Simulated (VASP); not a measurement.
Level of theory: SCAN meta-GGA, VASP's PBE PAW potentials (set 64) (plane waves; VASP).

VASP input:

**POSCAR**
```
Zn
4.7379690
  0.2758213572  -0.4777366896   0.0000000000
  0.2758213572   0.4777366896   0.0000000000
  0.0000000000   0.0000000000   1.0000000525
Zn
2
Cartesian
  0.2758213572   0.1592458817   0.2500000131
  0.2758213572  -0.1592458817   0.7500000394
```

### INCAR
```
# general
SYSTEM  = Zn
PREC    = Accurate
ENCUT   = 520   # plane-wave cut-off (eV)
LREAL   = .FALSE.   # projection in real space or not
LASPH   = .TRUE.   # aspherical one-centre terms

# electronic loop
EDIFF   = 1E-7
NELM    = 100
ALGO    = Normal   # blocked Davidson
LMAXMIX = 4   # l cut-off of mixed one-centre charges
LMIXTAU = .TRUE.

# smearing
ISMEAR  = -5

# functional
METAGGA = SCAN

# ions
ISIF    = 2   # forces and stress, cell fixed

# output
LWAVE   = .FALSE.
LCHARG  = .FALSE.
LORBIT  = 11   # lm-projected
NEDOS   = 601
```

**KPOINTS**
```
Automatic mesh
0
Gamma
18 18 9
0 0 0
```

### KPOINTS_OPT
```
k-points along high-symmetry lines
6
Line-mode
Reciprocal
  0.000000   0.000000   0.000000 ! GAMMA
 -0.000000   0.500000   0.000000 ! M

 -0.000000   0.500000   0.000000 ! M
 -0.333333   0.666667   0.000000 ! K

 -0.333333   0.666667   0.000000 ! K
  0.000000   0.000000   0.000000 ! GAMMA

  0.000000   0.000000   0.000000 ! GAMMA
  0.000000   0.000000   0.500000 ! A

  0.000000   0.000000   0.500000 ! A
 -0.000000   0.500000   0.500000 ! L

 -0.000000   0.500000   0.500000 ! L
 -0.333333   0.666667   0.500000 ! H

 -0.333333   0.666667   0.500000 ! H
  0.000000   0.000000   0.500000 ! A

 -0.000000   0.500000   0.500000 ! L
 -0.000000   0.500000   0.000000 ! M

 -0.333333   0.666667   0.500000 ! H
 -0.333333   0.666667   0.000000 ! K
```

POTCAR, in this order: Zn (PBE.64 set). Program: vasp_std.

For a metal the tetrahedron method with Blöchl corrections gives inexact stress and forces.

Problem. What does the run give for the energy per atom (σ→0), band gap (over mesh and band path)?

Solution. 
| Quantity | Result |
|---|---|
| energy per atom (σ→0) | -13.483 eV/atom |
| band gap (over mesh and band path) | none (metal, semimetal or under 0.01 eV) |

**OSZICAR**
```
...
DAV:  27    -0.269665374728E+02    0.38218E-05   -0.22127E-06  6536   0.165E-02    0.272E-03
DAV:  28    -0.269665312090E+02    0.62638E-05   -0.11113E-06  6000   0.113E-02    0.225E-03
DAV:  29    -0.269665309138E+02    0.29526E-06   -0.10223E-07  4968   0.424E-03    0.148E-03
DAV:  30    -0.269665296455E+02    0.12683E-05   -0.18614E-07  4960   0.564E-03    0.605E-04
DAV:  31    -0.269665295344E+02    0.11113E-06   -0.43365E-08  4144   0.327E-03    0.186E-04
DAV:  32    -0.269665295299E+02    0.44261E-08   -0.80714E-09  3080   0.139E-03
   1 F= -.26966530E+02 E0= -.26966530E+02  d E =0.000000E+00
       N       E                     dE             ncg
```

The compound is Zn in the hcp structure. It was relaxed first, which changed the volume by -8 %.
